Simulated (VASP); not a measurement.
# MgC18 in VASP: further runs

Runs on MgC18. Level: PBE. Tasks: single point.

Program: VASP 6.6.1. These are calculated values, not measurements. Logs are shortened: lines on timing, memory, paths and dates and some standing lists are left out, and cuts for length are marked.

## (1) The slab as given

The cell holds a slab with vacuum, 19 atoms: a = 7.398 Å, b = 7.398 Å, c = 11.000 Å, α = 90.00°, β = 90.00°, γ = 120.00°.

The cell was built by a generator and needn't be a form met in nature.

## (2) Single point, PBE

The input, INCAR:

```
SYSTEM = MgC18
PREC = Accurate
ENCUT = 520
EDIFF = 1E-6
ISMEAR = 0
SIGMA = 0.02
LREAL = Auto
LASPH = .TRUE.
NELM = 60
ALGO = Normal
ISIF = 2
LWAVE = .FALSE.
LCHARG = .FALSE.
GGA = PE
NBANDS = 52
```

The input, KPOINTS:

```
Automatic mesh
0
G
  2 2 1
  0 0 0
```

The input, POSCAR:

```
MgC18
1.0
    7.3980000000      0.0000000000      0.0000000000
   -3.6990000000      6.4068560000      0.0000000000
    0.0000000000      0.0000000000     11.0000000000
C Mg
18 1
Direct
   -0.0024576902      0.0017781767      0.0806703086
    0.2225083762      0.1142575428      0.0806802478
   -0.0004383349      0.3371919847      0.0806835950
    0.2204800179      0.4476483665      0.0806614234
   -0.0003738413      0.6684941433      0.0806612475
    0.2204293537      0.7789017052      0.0806872891
    0.3329058125      0.0038577882      0.0806686663
    0.5538192752      0.1143189325      0.0806756645
    0.3329572289      0.3351673809      0.0806853546
    0.5537557369      0.4455594822      0.0806724985
    0.3308763105      0.6684428842      0.0806864597
    0.5558367166      0.7809266948      0.0806718783
    0.6662933476      0.0018411894      0.0807059703
    0.8870838654      0.1122368843      0.0806842283
    0.6642154705      0.3351029920      0.0806751956
    0.8891646123      0.4475778638      0.0806847123
    0.6662330269      0.6705254329      0.0806767012
    0.8871457648      0.7809816150      0.0806827408
    0.7783408505      0.8884300404      0.4541496180
```

Potentials or basis: VASP PAW PBE potentials, release 64 (C, Mg).

Started as:

```console
> cat potpaw_PBE.64/C/POTCAR potpaw_PBE.64/Mg/POTCAR > POTCAR
> mpirun -np 1 vasp_std > vasp.out
```

OUTCAR:

```text
SYSTEM = MgC18
   PREC = Accurate
   ENCUT = 520
   EDIFF = 1E-6
   ISMEAR = 0
   LREAL = Auto
   LASPH = .TRUE.
   NELM = 60
   ISIF = 2
   GGA = PE

 ion  position               nearest neighbor table
   1  0.998  0.002  0.081-  18 1.41  14 1.42   2 1.44
   2  0.223  0.114  0.081-   7 1.41   9 1.42   1 1.44
   3  1.000  0.337  0.081-  16 1.41   4 1.42  14 1.44
   4  0.220  0.448  0.081-  11 1.41   3 1.42   9 1.44
   5  1.000  0.668  0.081-   6 1.41  16 1.42  18 1.44
   6  0.220  0.779  0.081-   5 1.41  11 1.42   7 1.44
[... 10 lines left out ...]
  17  0.666  0.671  0.081-  12 1.41  18 1.42  10 1.44
  18  0.887  0.781  0.081-   1 1.41  17 1.42   5 1.44
  19  0.778  0.888  0.454-

  LATTYP: Found a hexagonal cell.
 ALAT       =     7.3980000000
 C/A-ratio  =     1.4868883482

  Lattice vectors:

 A1 = (   7.3980000000,   0.0000000000,   0.0000000000)
 A2 = (  -3.6990000000,   6.4068560000,   0.0000000000)
 A3 = (   0.0000000000,   0.0000000000,  11.0000000000)

Analysis of symmetry for initial positions (statically):
=====================================================================
 Subroutine PRICEL returns:
 Original cell was already a primitive cell.

 Routine SETGRP: Setting up the symmetry group for a
 hexagonal supercell.

 Subroutine GETGRP returns: Found  1 space group operations
 (whereof  1 operations were pure point group operations)
 out of a pool of 24 trial point group operations.

The static configuration has the point symmetry C_1 .

Analysis of symmetry for dynamics (positions and initial velocities):
=====================================================================
 Subroutine PRICEL returns:
 Original cell was already a primitive cell.

 Routine SETGRP: Setting up the symmetry group for a
 hexagonal supercell.

 Subroutine GETGRP returns: Found  1 space group operations
 (whereof  1 operations were pure point group operations)
 out of a pool of 24 trial point group operations.

The dynamic configuration has the point symmetry C_1 .

 Subroutine INISYM returns: Found  1 space group operations
 (whereof  1 operations are pure point group operations),
 and found     1 'primitive' translations

----------------------------------------------------------------------------------------

                                     Primitive cell

  volume of cell :     521.3771

  direct lattice vectors                    reciprocal lattice vectors
     7.398000000  0.000000000  0.000000000     0.135171668  0.078041398  0.000000000
    -3.699000000  6.406856000  0.000000000     0.000000000  0.156082796  0.000000000
     0.000000000  0.000000000 11.000000000     0.000000000  0.000000000  0.090909091

  length of vectors
     7.398000000  7.398000054 11.000000000     0.156082797  0.156082796  0.090909091

  position of ions in fractional coordinates (direct lattice)
     0.997542310  0.001778177  0.080670309
     0.222508376  0.114257543  0.080680248
     0.999561665  0.337191985  0.080683595
     0.220480018  0.447648366  0.080661423
     0.999626159  0.668494143  0.080661247
     0.220429354  0.778901705  0.080687289
[... 11 lines left out ...]
     0.887145765  0.780981615  0.080682741
     0.778340851  0.888430040  0.454149618

  ion indices of the primitive-cell ions
   primitive index   ion index
                 1           1
                 2           2
                 3           3
                 4           4
                 5           5
                 6           6
[... 11 lines left out ...]
                18          18
                19          19

----------------------------------------------------------------------------------------

 KPOINTS: Automatic mesh

Automatic generation of k-mesh.
 Grid dimensions read from file:
 generate k-points for:    2    2    1

 Generating k-lattice:

  Cartesian coordinates                     Fractional coordinates (reciprocal lattice)
     0.067585834  0.039020699  0.000000000     0.500000000 -0.000000000  0.000000000
     0.000000000  0.078041398  0.000000000     0.000000000  0.500000000  0.000000000
     0.000000000  0.000000000  0.090909091     0.000000000  0.000000000  1.000000000

  Length of vectors
     0.078041399  0.078041398  0.090909091

  Shift w.r.t. Gamma in fractional coordinates (k-lattice)
     0.000000000  0.000000000  0.000000000

 Subroutine IBZKPT returns following result:
 ===========================================

 Found      4 irreducible k-points:

 Following reciprocal coordinates:
            Coordinates               Weight
  0.000000  0.000000  0.000000      1.000000
  0.500000 -0.000000  0.000000      1.000000
  0.000000  0.500000  0.000000      1.000000
  0.500000  0.500000  0.000000      1.000000
   k-points           NKPTS =      4   k-points in BZ     NKDIM =      4   number of bands    NBANDS=     52
   number of dos      NEDOS =    301   number of ions     NIONS =     19
   total plane-waves  NPLWV = 263424
   dimension x,y,z NGX =    56 NGY =   56 NGZ =   84
   dimension x,y,z NGXF=   112 NGYF=  112 NGZF=  168
   ions per type =              18   1
   NGX,Y,Z   is equivalent  to a cutoff of  12.58, 12.58, 12.70 a.u.
   NGXF,Y,Z  is equivalent  to a cutoff of  25.17, 25.17, 25.39 a.u.
 SYSTEM =  MgC18
   PREC   = accura    normal or accurate (medium, high low for compatibility)
   ISTART =      0    job   : 0-new  1-cont  2-samecut
   ICHARG =      2    charge: 1-file 2-atom 10-const
   ISPIN  =      1    spin polarized calculation?
   LNONCOLLINEAR =      F non collinear calculations
   LSORBIT =      F    spin-orbit coupling
   LASPH  =      T    aspherical Exc in radial PAW
   ENCUT  =  520.0 eV  38.22 Ry    6.18 a.u.  13.76 13.76 20.45*2*pi/ulx,y,z
   NELM   =     60;   NELMIN=  2; NELMDL= -5     # of ELM steps
   EDIFF  = 0.1E-05   stopping-criterion for ELM
   LREAL  =      T    real-space projection
   EDIFFG = 0.1E-04   stopping-criterion for IOM
   NSW    =      0    number of steps for IOM
   IBRION =     -1    ionic relax: 0-MD 1-quasi-New 2-CG
   NFREE  =      0    steps in history (QN), initial steepest desc. (CG)
   ISIF   =      2    stress and relaxation
   ISYM   =      2    0-nonsym 1-usesym 2-fastsym
   POTIM  = 0.5000    time-step for ionic-motion
   TEBEG  =    0.0;   TEEND  =   0.0 temperature during run
   PSTRESS=    0.0 pullay stress
   NELECT =      74.0000    total number of electrons
   NUPDOWN=      -1.0000    fix difference up-down
   EMIN   =  10.00;   EMAX   =-10.00  energy-range for DOS
   EFERMI =   0.00;   METHOD = LEGACY
   ISMEAR =     0;   SIGMA  =   0.02  broadening in eV -4-tet -1-fermi 0-gaus
   EFERMI_NEDOS =   21; number of points for ismear=-14 and -15
   IALGO  =     38    algorithm
   IMIX   =      4    mixing-type and parameters
     AMIX     =   0.40;   BMIX     =  1.00
     AMIX_MAG =   1.60;   BMIX_MAG =  1.00
  volume/ion in A,a.u.               =      27.44       185.18
  Fermi-wavevector in a.u.,A,eV,Ry     =   0.853955  1.613740  9.921890  0.729238
  Thomas-Fermi vector in A             =   1.970477
   LORBIT       =      0    0 simple, 1 ext, 2 COOP (PROOUT), +10 PAW based schemes
   GGA     = PE    functional components
   LHFCALC =     F    Hartree Fock is set to
   AEXX    =    0.0000 exact exchange contribution
   IVDW    =     0    specifies the selected vdW correction
   LEPSILON=     F    determine dielectric tensor
   LRPA    =     F    only Hartree local field effects (RPA)
 non-spin polarized calculation
 Gauss-broadening in eV      SIGMA  =   0.02
  energy-cutoff  :      520.00
  volume of cell :      521.38
 maximum number of plane-waves:     14099
 NGX is ok and might be reduce to    56
   NGX = 27   NGY = 27   NGZ = 41

 number of electron      74.0000004 magnetization

 Free energy of the ion-electron system (eV)
  ---------------------------------------------------
  ext. energy  EPLUGINS =         0.00000000
  ---------------------------------------------------
  free energy    TOTEN  =      -165.65257642 eV

  energy without entropy =     -165.65257642  energy(sigma->0) =     -165.65257642

 E-fermi :  -1.2045     XC(G=0):  -4.8695

 val. band max:       -1.3083209763   @ k =   0.0000   0.0000   0.0000
 cond. band min:      -1.0873713636   @ k =   0.0000   0.0000   0.0000
 fundamental gap:      0.2209496127
 Fermi energy:        -1.2044517053

 k-point     1 :       0.0000    0.0000    0.0000
  band No.  band energies     occupation
      1     -20.7204      2.00000
      2     -18.2246      2.00000
      3     -18.2200      2.00000
      4     -18.0948      2.00000
      5     -18.0941      2.00000
      6     -18.0901      2.00000
[... 41 lines left out ...]
     48       3.6601      0.00000
     49       3.8205      0.00000

 k-point     2 :       0.5000   -0.0000    0.0000
  band No.  band energies     occupation
      1     -20.0678      2.00000
      2     -20.0650      2.00000
      3     -18.8189      2.00000
      4     -18.7285      2.00000
      5     -16.3267      2.00000
      6     -16.3259      2.00000
[... 41 lines left out ...]
     48       3.7583      0.00000
     49       3.8941      0.00000

 k-point     3 :       0.0000    0.5000    0.0000
  band No.  band energies     occupation
      1     -20.0676      2.00000
      2     -20.0652      2.00000
      3     -18.8188      2.00000
      4     -18.7286      2.00000
      5     -16.3268      2.00000
      6     -16.3256      2.00000
[... 41 lines left out ...]
     48       3.7583      0.00000
     49       3.8941      0.00000

 k-point     4 :       0.5000    0.5000    0.0000
  band No.  band energies     occupation
      1     -20.0676      2.00000
      2     -20.0652      2.00000
      3     -18.8188      2.00000
      4     -18.7286      2.00000
      5     -16.3268      2.00000
      6     -16.3256      2.00000
[... 41 lines left out ...]
     48       3.7583      0.00000
     49       3.8941      0.00000
 [bands above 49 left out]

------------------------ aborting loop because EDIFF is reached ----------------------------------------

  FORCE on cell =-STRESS in cart. coord.  units (eV):
  Direction    XX          YY          ZZ          XY          YZ          ZX
  --------------------------------------------------------------------------------------
  -------------------------------------------------------------------------------------
  Total        1.6204580      1.6210702     -0.2307911      0.0000641     -0.0019936     -0.0066475
  in kB        4.9796222      4.9815034     -0.7092146      0.0001971     -0.0061264     -0.0204277
  external PRESSURE =       3.0839704 kB  Pullay stress =       0.0000000 kB

 VOLUME and BASIS-vectors are now :
 -----------------------------------------------------------------------------
  energy-cutoff  :      520.00
  volume of cell :      521.38
      direct lattice vectors                 reciprocal lattice vectors
     7.398000000  0.000000000  0.000000000     0.135171668  0.078041398  0.000000000
    -3.699000000  6.406856000  0.000000000     0.000000000  0.156082796  0.000000000
     0.000000000  0.000000000 11.000000000     0.000000000  0.000000000  0.090909091

 POSITION                                       TOTAL-FORCE (eV/Angst)
 -----------------------------------------------------------------------------------
      7.37324      0.01139      0.88737         0.008000      0.004722      0.001451
      1.22348      0.73203      0.88748        -0.002531     -0.004948     -0.004478
      6.14748      2.16034      0.88752         0.008408     -0.003103     -0.004273
     -0.02474      2.86802      0.88728         0.007371      0.000648      0.006532
      4.92247      4.28295      0.88727         0.001246      0.003746     -0.000580
     -1.25042      4.99031      0.88756        -0.002871     -0.000376     -0.001455
[... 11 lines left out ...]
      3.67425      5.00364      0.88751         0.009983     -0.009319     -0.002222
      2.47186      5.69204      4.99565         0.000194      0.000352      0.001617
 -----------------------------------------------------------------------------------
    total drift:                               -0.002027     -0.001081     -0.025425

  FREE ENERGIE OF THE ION-ELECTRON SYSTEM (eV)
  ---------------------------------------------------
  free  energy   TOTEN  =      -165.6525764208 eV

  energy  without entropy=     -165.6525764208  energy(sigma->0) =     -165.65257642
```

It took 2.9 min on 1 thread of Intel Xeon Platinum 8559C (Emerald Rapids), shared host; peak memory 0.56 GiB.

Results:

```
Free energy            : -165.6526 eV
Largest force          : 0.016 eV/Å
Band gap on the k mesh : 0.22 eV, direct
```

Forces on the atoms (eV/Å):
```
C    0.008  0.005  0.001
C   -0.003 -0.005 -0.004
C    0.008 -0.003 -0.004
C    0.007  0.001  0.007
C    0.001  0.004 -0.001
C   -0.003  0.000 -0.001
C    0.002 -0.009 -0.001
C   -0.004 -0.004  0.000
C   -0.003  0.003  0.001
C    0.001  0.004 -0.002
C   -0.004  0.008 -0.005
C   -0.013 -0.007  0.007
C   -0.008  0.004 -0.002
C    0.002  0.010  0.003
C    0.002  0.007  0.005
C   -0.002  0.005 -0.001
C   -0.003 -0.013  0.000
C    0.010 -0.009 -0.002
Mg   0.000  0.000  0.002
```

Caveat: the k mesh is coarse (spacing up to 0.49 Å⁻¹), so the values aren't converged. PBE gaps usually lie below the measured ones, often by a third to a half.

(Continued in part 2 of 2.)
